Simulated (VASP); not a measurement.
ZnH:

```
CELL_PARAMETERS angstrom
0.00000 2.21594 2.21594
2.21594 0.00000 2.21594
2.21594 2.21594 0.00000
ATOMIC_POSITIONS crystal
Zn 0.00000 0.00000 0.00000
H 0.25000 0.25000 0.25000
```

The cell was built by a generator and needn't be a form met in nature.

Base run:

```yaml
Program: VASP 6.6.1
Functional: PW91
Potentials_or_basis: VASP PAW PBE potentials, release 64 (Zn, H)
Cutoff: 520 eV
k_mesh: 10 × 10 × 10
Occupations: fermi-dirac, width 0.05 eV
Spin: no spin polarisation
```

Its results: pressure 0.4 GPa.

Problem. After a change of settings the same cell gave: pressure -2.6 GPa. Which change was it?
A. functional from PW91 to BLYP
B. functional from PW91 to RPBE
C. functional from PW91 to r2SCAN
D. functional from PW91 to SCAN

Solution. C.

Caveats: the PAW data sets were made with another functional, which shifts forces and pressure a little.

Runs at the PBE level aren't shown here.
